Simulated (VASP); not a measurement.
KPd2Se2I, 6 atoms in the cell. Symmetry: P3m1, No. 156, trigonal system. Conventional cell: a = 4.046 Å, b = 4.046 Å, c = 11.117 Å, α = 90.00°, β = 90.00°, γ = 120.00°. K (site symmetry 3m) has 3 I at 3.35 Å and 3 Se at 3.38 Å as nearest neighbours. Pd (site symmetry 3m) is surrounded by 4 Se at 2.49 to 2.59 Å and 3 Pd at 2.82 Å. Pd (site symmetry 3m) has 3 Se at 2.55 Å and 3 Pd at 2.82 Å as nearest neighbours. Se (site symmetry 3m) has 3 Pd at 2.49 Å as nearest neighbours. Around Se (site symmetry 3m) lie 4 Pd at 2.55 to 2.59 Å. Around I (site symmetry 3m) lie 3 K at 3.35 Å and 3 Se at 3.65 Å. The cell was built by a generator and needn't be a form met in nature. The cell isn't the ideal one: species swapped into the GeTePb2Se2 type (P3m1, No. 156).

| Quantity | Value |
| --- | --- |
| Program | VASP 6.6.1 |
| Task | single point |
| Functional | PBE |
| Potentials or basis | VASP PAW PBE potentials, release 64 (K_sv, Pd, Se, I) |
| Cutoff | 520 eV |
| k mesh | 12 × 12 × 4 |
| Occupations | gaussian, width 0.1 eV |
| Spin | no spin polarisation |
| Dipole correction | no |
| Further INCAR settings | ALGO = Fast; EDIFF = 1e-06; NBANDS = 33 |

Potentials or basis: VASP PAW PBE potentials, release 64 (K_sv, Pd, Se, I).

The run is started by

```sh
$ cat potpaw_PBE.64/K_sv/POTCAR potpaw_PBE.64/Pd/POTCAR potpaw_PBE.64/Se/POTCAR potpaw_PBE.64/I/POTCAR > POTCAR
$ mpirun -np 1 vasp_std > vasp.out
```

Hardware: 1 thread of Intel(R) Xeon(R) 6975P-C (Granite Rapids), with other jobs on the host.

Task: How long does it take, and how much memory?

Result: Run time: 6.1 min on 1 thread of Intel(R) Xeon(R) 6975P-C (Granite Rapids) (shared host), peak memory 0.52 GiB. Counts: scf iterations 20, k points 69.
